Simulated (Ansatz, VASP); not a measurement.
# Cross-check of Ga32Sb19P13 (GaP0.40Sb0.60, zinc blende) between VASP and Ansatz

Wanted: the spread between two codes on one cell, functional and k mesh. The cell is invented: As first built, before any earlier steps moved the atoms (in the runner's words): 2x2x2 conventional cells of the GaSb type (64 atoms: 13 P, 32 Ga, 19 Sb); Sb/P share their sites, one random draw; start lattice by linear mixing of the end members' cells; atoms moved at random by 0.02 A. It may not be a known or stable phase. The structure shown is the end of the Ansatz relaxation below.

Calculated with Ansatz 0.2.0; plane waves, with VASP 6.6.1 beside it; single point at PBE.

## 1. Starting point

The cell holds 64 atoms: 13 P, 32 Ga and 19 Sb. Cell: a = 11.853 Å, b = 11.845 Å, c = 11.830 Å, α = 90.0°, β = 90.0°, γ = 90.0°. It derives from GaSb (GaSb type, space group 216), repeated 2×2×2. As first built, before any earlier steps moved the atoms (in the runner's words): 2x2x2 conventional cells of the GaSb type (64 atoms: 13 P, 32 Ga, 19 Sb); Sb/P share their sites, one random draw; start lattice by linear mixing of the end members' cells; atoms moved at random by 0.02 A.

## 2. Ansatz: relaxation, PBE

Ansatz runs on its default PAW (the set named soft_2) files.

This run makes the geometry at which the two programs are then compared.

Contents of input.yaml:

```yaml
crystal:
  lattice:
    - [11.702, 0.0, 0.0]
    - [0.0, 11.702, 0.0]
    - [0.0, 0.0, 11.702]
  atoms:
    - { symbol: P, position: [0.37283, 0.12546, 0.12527] }
    - { symbol: P, position: [0.12468, 0.1207, 0.87408] }
    - { symbol: P, position: [0.12492, 0.37519, 0.62238] }
    - { symbol: P, position: [0.37418, 0.12333, 0.62362] }
    - { symbol: P, position: [0.12681, 0.62362, 0.87494] }
    - { symbol: P, position: [0.12651, 0.874, 0.62481] }
    - { symbol: P, position: [0.37519, 0.87511, 0.87291] }
    - { symbol: P, position: [0.62513, 0.12732, 0.37236] }
    - { symbol: P, position: [0.87647, 0.3752, 0.8739] }
    - { symbol: P, position: [0.62842, 0.8763, 0.12295] }
    - { symbol: P, position: [0.87513, 0.62599, 0.12468] }
    - { symbol: P, position: [0.62617, 0.62489, 0.87614] }
    - { symbol: P, position: [0.62746, 0.87385, 0.62535] }
    - { symbol: Ga, position: [0.99921, 0.00022, 0.99797] }
    - { symbol: Ga, position: [0.99901, 0.24966, 0.25154] }
    - { symbol: Ga, position: [0.25196, 0.99774, 0.24864] }
    - { symbol: Ga, position: [0.25111, 0.24659, 0.99921] }
    - { symbol: Ga, position: [0.99983, 0.00215, 0.50118] }
    - { symbol: Ga, position: [0.99944, 0.24937, 0.74957] }
    - { symbol: Ga, position: [0.2526, 0.99927, 0.74948] }
    - { symbol: Ga, position: [0.2506, 0.24979, 0.49966] }
    - { symbol: Ga, position: [0.9981, 0.49998, 0.99924] }
    - { symbol: Ga, position: [0.00199, 0.75112, 0.24996] }
    - { symbol: Ga, position: [0.25114, 0.49942, 0.2518] }
    - { symbol: Ga, position: [0.24999, 0.751, 0.99779] }
    - { symbol: Ga, position: [0.00059, 0.49711, 0.49652] }
    - { symbol: Ga, position: [0.99948, 0.74846, 0.75028] }
    - { symbol: Ga, position: [0.25384, 0.49858, 0.74893] }
    - { symbol: Ga, position: [0.25035, 0.75084, 0.4997] }
    - { symbol: Ga, position: [0.49965, 0.0012, 0.00089] }
    - { symbol: Ga, position: [0.49823, 0.24986, 0.25006] }
    - { symbol: Ga, position: [0.7482, 0.00044, 0.24853] }
    - { symbol: Ga, position: [0.75166, 0.25033, 0.00015] }
    - { symbol: Ga, position: [0.49899, 0.9998, 0.49659] }
    - { symbol: Ga, position: [0.49807, 0.25062, 0.74636] }
    - { symbol: Ga, position: [0.75145, 0.99702, 0.75129] }
    - { symbol: Ga, position: [0.74855, 0.25133, 0.50022] }
    - { symbol: Ga, position: [0.49737, 0.50213, 0.00246] }
    - { symbol: Ga, position: [0.49989, 0.74953, 0.24973] }
    - { symbol: Ga, position: [0.74833, 0.50188, 0.24907] }
    - { symbol: Ga, position: [0.74991, 0.74864, 0.99893] }
    - { symbol: Ga, position: [0.49782, 0.50215, 0.49974] }
    - { symbol: Ga, position: [0.50165, 0.75002, 0.74881] }
    - { symbol: Ga, position: [0.74944, 0.49904, 0.75001] }
    - { symbol: Ga, position: [0.74936, 0.74949, 0.49764] }
    - { symbol: Sb, position: [0.12362, 0.12783, 0.37385] }
    - { symbol: Sb, position: [0.1232, 0.37558, 0.12741] }
    - { symbol: Sb, position: [0.37251, 0.37464, 0.37392] }
    - { symbol: Sb, position: [0.37199, 0.37626, 0.87496] }
    - { symbol: Sb, position: [0.12512, 0.62371, 0.37578] }
    - { symbol: Sb, position: [0.12408, 0.87476, 0.12311] }
    - { symbol: Sb, position: [0.37292, 0.62728, 0.12413] }
    - { symbol: Sb, position: [0.3755, 0.87494, 0.37425] }
    - { symbol: Sb, position: [0.37413, 0.62608, 0.62448] }
    - { symbol: Sb, position: [0.62474, 0.37504, 0.12701] }
    - { symbol: Sb, position: [0.87616, 0.12565, 0.12404] }
    - { symbol: Sb, position: [0.87264, 0.37662, 0.37665] }
    - { symbol: Sb, position: [0.62476, 0.12593, 0.87634] }
    - { symbol: Sb, position: [0.62642, 0.37657, 0.62422] }
    - { symbol: Sb, position: [0.87759, 0.12287, 0.62647] }
    - { symbol: Sb, position: [0.62584, 0.62649, 0.37821] }
    - { symbol: Sb, position: [0.87754, 0.87304, 0.37211] }
    - { symbol: Sb, position: [0.8764, 0.62327, 0.62498] }
    - { symbol: Sb, position: [0.87644, 0.87219, 0.87139] }
kpoints:
  mp_grid: { grid: [2, 2, 2], shift: [0.5, 0.5, 0.5] }
hamiltonian:
  xc: pbe
scf:
  occupations: { method: fermi_dirac, width: 0.01 }
output:
  forces: true
  stress: true
relax:
  f_tol: 0.02
  max_steps: 45
  cell: { stress_tol: 0.1 }
```

On the command line:

```bash
> ansatz run input.yaml --threads 32 --pin off --max-ram 143360MiB --backend cuda --events-out ev --progress --plain --runs-dir out
```

Numbers of over 12 decimals in the logs are rounded to 6 here.

Log:

```text
Engine: ansatz 0.2.0, aarch64-unknown-linux-gnu
Pseudopotentials: kind: paw
Pseudopotential: P, paw, valence charge 5, recommended cutoff 420 eV (normal), P.paw.azcp
Pseudopotential: Ga, paw, valence charge 13, recommended cutoff 420 eV (normal), Ga.paw.azcp
Pseudopotential: Sb, paw, valence charge 15, recommended cutoff 420 eV (normal), Sb.paw.azcp
device memory: the entry about to start is reckoned to put 20.4 GiB on a device that reports 182.5 GiB free
GPU FFT provider: cuFFT
GPU libraries: cuBLAS 13.8.1, cuFFT 12.4.0, cuSOLVER 12.3.2
GPU matrix products: emulated (plane waves: as basis.precision tells), large ones in fixed point in workspaces of 1.00 GiB
Crystal: 64 atoms, lattice volume = 1602.434 Å³
Basis set: ecut = 420 eV, 31439 PW (Γ), exchange–correlation on 160×160×160 points (8 copies of the dense FFT grid, shifted against one another)
Bands: 460, of which v1, the nominal top of the filled ones, is band 383 counted from 1 (382 counted from 0)
k-points: 4 of 8 (time reversal used)
GPU buffer pool allocated for 512000 grid points (all kernels)
GPU transforms: local potential and band sums: pruned to the plane-wave sphere, on 80×80×80
relax step   1: F+E_penalty+E_count = -254093.36580169 eV  Δ(F+E_penalty+E_count) = +0.000e0 eV  max|allowed force component| = 2.504e0 eV/Å  Δτ_max = 0.0000 Å  P = +3.602 GPa  Ω = 1602.434 Å³  (9 SCF iters, dr2 threshold 1.00e-7 eV, accepted)
[...]
relax step   2: F+E_penalty+E_count = -254099.14240450 eV  Δ(F+E_penalty+E_count) = -5.777e0 eV  max|allowed force component| = 5.218e-1 eV/Å  Δτ_max = 0.1949 Å  P = -0.530 GPa  Ω = 1683.432 Å³  energy of the carried Pulay correction = -1.812e-2 eV  (8 SCF iters, dr2 threshold 6.40e-6 eV, accepted)
[...]
relax step   3: F+E_penalty+E_count = -254099.69802614 eV  Δ(F+E_penalty+E_count) = -5.556e-1 eV  max|allowed force component| = 1.295e-1 eV/Å  Δτ_max = 0.1311 Å  P = -0.227 GPa  Ω = 1667.772 Å³  energy of the carried Pulay correction = -1.469e-2 eV  (8 SCF iters, dr2 threshold 6.40e-6 eV, accepted)
[...]
relax step   4: F+E_penalty+E_count = -254099.74147982 eV  Δ(F+E_penalty+E_count) = -4.345e-2 eV  max|allowed force component| = 5.735e-2 eV/Å  Δτ_max = 0.0422 Å  P = +0.027 GPa  Ω = 1660.054 Å³  energy of the carried Pulay correction = -1.298e-2 eV  (7 SCF iters, dr2 threshold 1.05e-6 eV, accepted)
[...]
relax step   5: F+E_penalty+E_count = -254099.74862107 eV  Δ(F+E_penalty+E_count) = -7.141e-3 eV  max|allowed force component| = 7.313e-3 eV/Å  Δτ_max = 0.0085 Å  P = +0.001 GPa  Ω = 1660.878 Å³  energy of the carried Pulay correction = -1.317e-2 eV  (6 SCF iters, dr2 threshold 2.06e-7 eV, accepted)
[...]
relax step   6: F+E_penalty+E_count = -254099.76087199 eV  Δ(F+E_penalty+E_count) = -1.225e-2 eV  max|allowed force component| = 7.293e-3 eV/Å  Δτ_max = 0.0000 Å  P = -0.000 GPa  Ω = 1660.878 Å³  stress off target by 4.75e-3 GPa  SCF on the basis re-selected at this cell (its energy is not comparable with the rows above)  (8 SCF iters)
basis re-selected at this cell: Δ(F+E_penalty+E_count) = -1.225e-2 eV, ΔP = -0.001 GPa vs the last step (what re-selecting the basis moved, of the pressure what is left beyond the Pulay correction that the steps carried, after the strain that the cell walked since its last selection, with what the two solves' SCF thresholds leave and, on support functions, any second-order correction that the steps lacked; it is no m [...]
SCF converged after 8 iterations
Free energy (F): -254099.760872 eV
Internal energy: -254099.760872 eV  (E = F + TS)
E sigma→0 (E₀):  -254099.760872 eV
Fermi energy:    7.472514 eV
--- Forces (eV/Å), atoms counted from 1 ---
  max |Σ_I F_I| component: 7.31e-7 eV/Å
--- Stress (GPa, compression-positive) ---
       -0.000450      -0.002004       0.000745
       -0.002004      -0.003807      -0.000026
        0.000745      -0.000026       0.002951
  P = ⅓ Tr σ = -0.0004 GPa (-0.004 kbar)
--- Band table (eV) ---
--- Relaxed structure (5 steps of the walk, 5 accepted, 1 SCFs on fresh bases) ---
  F+E_penalty+E_count = -254099.76087199 eV   max|allowed force component| = 7.293e-3 eV/Å   (the final SCF, on the basis selected at the relaxed cell)
  cell:  # Å, volume = 1660.8779 Å³
    - [11.853100, 0.00316202, -0.00111754]
    - [0.00316202, 11.844528, -0.00221067]
    - [-0.00111754, -0.00221067, 11.830090]
  atoms:
    [... one line an atom ...]
```

## 3. VASP: single point, PBE

The same cell, functional, mesh and smearing now go to VASP, with its own data sets.

Lines of VASP's logs that name or quote its potential files are left out, and so is its time.

Contents of INCAR:

```
SYSTEM = Ga32Sb19P13
PREC = Accurate
ENCUT = 400
EDIFF = 1E-06
NELM = 120
ISMEAR = -1
SIGMA = 0.01
LREAL = Auto
ALGO = Normal
GGA = PE
NBANDS = 336
LORBIT = 11
LWAVE = .FALSE.
LCHARG = .FALSE.
ISIF = 2
ISYM = 0
LASPH = .TRUE.
GGA_COMPAT = .FALSE.
EFERMI = MIDGAP
KPAR = 4
```

Contents of POSCAR:

```
Ga32Sb19P13
1.0
   11.8531000000      0.0031620000     -0.0011180000
    0.0031620000     11.8445280000     -0.0022110000
   -0.0011180000     -0.0022110000     11.8300900000
P Ga Sb
13 32 19
Direct
    0.3781100000      0.1167200000      0.1204400000
    0.1324300000      0.1260900000      0.8692900000
    0.1258500000      0.3717700000      0.6361900000
    0.3721000000      0.1189000000      0.6285400000
    0.1227200000      0.6265500000      0.8707700000
    0.1321900000      0.8775800000      0.6350300000
    0.3757000000      0.8771200000      0.8725700000
    0.6169000000      0.1164800000      0.3737300000
    0.8817700000      0.3832400000      0.8737300000
    0.6210300000      0.8750800000      0.1208200000
    0.8716300000      0.6266700000      0.1135900000
    0.6287800000      0.6322200000      0.8770100000
    0.6175100000      0.8789900000      0.6294000000
    0.0090400000      0.0115300000      0.9848800000
    0.0001200000      0.2471800000      0.2513900000
    0.2600900000      0.0074200000      0.2407600000
    0.2542200000      0.2306000000      0.9992400000
    0.0121400000      0.9880600000      0.5118800000
    0.0082100000      0.2591100000      0.7599900000
    0.2546100000      0.0000800000      0.7511000000
    0.2499000000      0.2477600000      0.5247700000
    0.9931100000      0.5126400000      0.9886200000
    0.9866500000      0.7412900000      0.2367500000
    0.2523300000      0.4989400000      0.2471400000
    0.2502200000      0.7496300000      0.9758400000
    0.0070600000      0.4846700000      0.5143400000
    0.0190500000      0.7516000000      0.7506100000
    0.2312200000      0.4997200000      0.7544800000
    0.2420000000      0.7620400000      0.5098100000
    0.4915000000      0.9889600000      0.0056200000
    0.4985200000      0.2289700000      0.2470200000
    0.7297200000      0.9984200000      0.2464400000
    0.7624600000      0.2623300000      0.9860200000
    0.5029100000      0.0069800000      0.5103500000
    0.4871600000      0.2382200000      0.7412700000
    0.7408500000      0.9900200000      0.7426000000
    0.7390800000      0.2375600000      0.4857500000
    0.5099700000      0.5089100000      0.9865100000
    0.5069500000      0.7608100000      0.2398900000
    0.7628900000      0.5107600000      0.2389700000
    0.7421700000      0.7465400000      0.0068800000
    0.5010600000      0.5015500000      0.4993000000
    0.5069900000      0.7607600000      0.7600300000
    0.7524900000      0.5030300000      0.7676700000
    0.7379400000      0.7610300000      0.5140000000
    0.1312600000      0.1235700000      0.3813300000
    0.1226400000      0.3735400000      0.1158200000
    0.3743900000      0.3652600000      0.3784000000
    0.3712500000      0.3729200000      0.8730800000
    0.1204200000      0.6239700000      0.3779300000
    0.1266600000      0.8749000000      0.1154900000
    0.3770500000      0.6301600000      0.1151200000
    0.3783700000      0.8800600000      0.3771300000
    0.3722300000      0.6285900000      0.6333100000
    0.6275100000      0.3750300000      0.1220400000
    0.8717900000      0.1240300000      0.1202400000
    0.8737300000      0.3747000000      0.3751900000
    0.6211100000      0.1217800000      0.8757400000
    0.6262500000      0.3710400000      0.6284700000
    0.8768400000      0.1247400000      0.6266400000
    0.6285500000      0.6309500000      0.3714200000
    0.8696600000      0.8760000000      0.3756200000
    0.8781800000      0.6271700000      0.6312100000
    0.8760500000      0.8715300000      0.8734400000
```

Contents of KPOINTS:

```
Points of the shifted mesh
8
Reciprocal
 0.2500000000  0.2500000000  0.2500000000 1
 0.2500000000  0.2500000000  0.7500000000 1
 0.2500000000  0.7500000000  0.2500000000 1
 0.2500000000  0.7500000000  0.7500000000 1
 0.7500000000  0.2500000000  0.2500000000 1
 0.7500000000  0.2500000000  0.7500000000 1
 0.7500000000  0.7500000000  0.2500000000 1
 0.7500000000  0.7500000000  0.7500000000 1
```

The projector-augmented-wave data sets are P, Ga_d and Sb (PBE family, release 64).

On the command line:

```bash
> mpirun -np 8 vasp_std
```

Log:

```text
[banner, memory and clock lines left out]
running    8 mpi-ranks, on    1 nodes
[...]
|                                                                             |
|           W    W    AA    RRRRR   N    N  II  N    N   GGGG   !!!           |
|           W    W   A  A   R    R  NN   N  II  NN   N  G    G  !!!           |
|           W    W  A    A  R    R  N N  N  II  N N  N  G       !!!           |
|           W WW W  AAAAAA  RRRRR   N  N N  II  N  N N  G  GGG   !            |
|           WW  WW  A    A  R   R   N   NN  II  N   NN  G    G                |
|           W    W  A    A  R    R  N    N  II  N    N   GGGG   !!!           |
|                                                                             |
|     For optimal performance we recommend to set                             |
|       NCORE = 2 up to number-of-cores-per-socket                            |
|     NCORE specifies how many cores store one orbital (NPAR=cpu/NCORE).      |
|     This setting can greatly improve the performance of VASP for DFT.       |
|     The default, NCORE=1 might be grossly inefficient on modern             |
|     multi-core architectures or massively parallel machines. Do your        |
|     Unfortunately you need to use the default for GW and RPA                |
|     calculations (for HF NCORE is supported but not extensively tested      |
|     yet).                                                                   |
|                                                                             |

 LDA part: xc-table for (Slater+PW92), standard interpolation
 POSCAR, INCAR and KPOINTS ok, starting setup
[...]
entering main loop
       N       E                     dE             d eps       ncg     rms          rms(c)
DAV:   1     0.604456409541E+04    0.60446E+04   -0.19753E+05  5376   0.195E+03
DAV:   2     0.967559869701E+03   -0.50770E+04   -0.49699E+04  5912   0.549E+02
DAV:   3    -0.106086688579E+03   -0.10736E+04   -0.98051E+03  6144   0.192E+02
DAV:   4    -0.252288120191E+03   -0.14620E+03   -0.14261E+03  6720   0.618E+01
[...]
DAV:  15    -0.255256054284E+03   -0.90824E-05   -0.12298E-04  6176   0.751E-02    0.851E-03
DAV:  16    -0.255256060545E+03   -0.62606E-05   -0.58457E-05  7496   0.269E-02    0.445E-03
DAV:  17    -0.255256061445E+03   -0.90009E-06   -0.84017E-06  5696   0.130E-02
   1 F= -.25525606E+03 E0= -.25525606E+03  d E =-.396281E-14
```

Parts of OUTCAR (step 3):

```text
  Total       -1.1539769     -1.2072901     -1.1251117     -0.0251547      0.0079489      0.0092055
  in kB       -1.1131918     -1.1646207     -1.0853468     -0.0242657      0.0076680      0.0088802
  external PRESSURE =      -1.1210531 kB  Pullay stress =       0.0000000 kB

 POSITION                                       TOTAL-FORCE (eV/Angst)
 -----------------------------------------------------------------------------------
      4.48201      1.38342      1.42414        -0.003988     -0.005818      0.003827
      1.56913      1.49197     10.28335         0.000322     -0.002167      0.006186
      1.49218      4.40243      7.52522         0.001139      0.003333      0.009000
      4.41021      1.40810      7.43501        -0.002894      0.000764      0.002598
      1.45562      7.41965     10.29976         0.001222      0.005185      0.001381
      1.56893     10.39353      7.51037        -0.001189      0.001572      0.006922
      4.45501     10.38833     10.32022        -0.002009      0.000702      0.005134
      7.31213      1.38077      4.42031        -0.002365      0.002030      0.001901
     10.45194      4.54015     10.33447        -0.000453      0.003523      0.001416
      7.36376     10.36661      1.42668        -0.002911      0.000104      0.004701
     10.33337      7.42512      1.34142        -0.000644     -0.000666      0.002080
      7.45401      7.48840     10.37301        -0.002581     -0.000729      0.004424
      7.32148     10.41178      7.44322         0.001416      0.002387      0.007003
      0.10609      0.13442     11.65118         0.004525      0.001877     -0.003028
[...]
-----------------------------------------------------------------------------------
    total drift:                                0.008866     -0.025014     -0.011188

  FREE ENERGIE OF THE ION-ELECTRON SYSTEM (eV)
  ---------------------------------------------------
  free  energy   TOTEN  =      -255.2560614449 eV

  energy  without entropy=     -255.2560614449  energy(sigma->0) =     -255.25606144

[... 2 further parts left out ...]
```

The run ends at a pressure of -0.11 GPa, with forces up to 0.013 eV/Å.

## 4. Comparison

Known differences besides the potentials themselves: the data sets hold 766 valence electrons in Ansatz (on its default PAW (the set named soft_2) files) and 576 in VASP; the cutoff is 420 eV in Ansatz and 400 eV in VASP (PREC = Accurate, projectors in real space). Total energies have different zeros and are not compared.

The two programs side by side:

```tsv
quantity	Ansatz	VASP	difference
gap on the k mesh (eV)	0.653	0.647	+0.007
```

A gap on the mesh is an upper bound, since the band edges may lie between its points.

## 5. Results

```json
{
 "difference in gap on the k mesh (single point, PBE)": "0.0068 eV"
}
```

**Reading.** The difference in gap on the k mesh is 0.0068 eV (single point, PBE), within the 0.08 eV picked in this series as the mark of a large difference. The data sets hold unlike numbers of valence electrons (766 in Ansatz and 576 in VASP), so part of the differences comes from the potentials. How closely two codes agree says nothing of how well the functional describes the real material.

[Lines on the potential files, build, host, timing and source positions are cut from VASP's logs without a mark.]

[Logs are printed without paths, hosts, clocks, repeated set-up lines and the standing remarks that a program may print on its own settings, such as how far it seeks lower states.]

[Hosts, paths, dates, database ids (printed as entryN), source tags and the programs' standing remarks are cut or masked in the printed files.]
